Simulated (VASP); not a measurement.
HPbNO4, 7 atoms in the cell. The typed cell holds 7 atoms: a = 4.204 Å, b = 4.339 Å, c = 6.729 Å, α = 71.95°, β = 72.29°, γ = 62.23°. The cell was built by a generator and needn't be a form met in nature.

- Program: VASP 6.6.1
- Task: single point
- Functional: PBE
- Potentials or basis: VASP PAW PBE potentials, release 64 (H, Pb_d, N, O)
- Cutoff: 520 eV
- k mesh: 7 × 7 × 5
- Occupations: fermi-dirac, width 0.05 eV
- Spin: no spin polarisation
- Further INCAR settings: ALGO = Normal; EDIFF = 1e-07; NBANDS = 31

Potentials or basis: VASP PAW PBE potentials, release 64 (H, Pb_d, N, O).

Command:

```bash
$ cat potpaw_PBE.64/H/POTCAR potpaw_PBE.64/Pb_d/POTCAR potpaw_PBE.64/N/POTCAR potpaw_PBE.64/O/POTCAR > POTCAR
$ mpirun -np 4 vasp_std > vasp.out
```

Hardware: 4 MPI ranks on Intel(R) Xeon(R) 6975P-C (Granite Rapids) (shared host).

**Question.** How long does it take, and how much memory?

**Answer.** It took 52 s on 4 MPI ranks on Intel(R) Xeon(R) 6975P-C (Granite Rapids), on a shared host, peak memory 0.46 GiB a rank. Counts: scf iterations 17, k points 123.
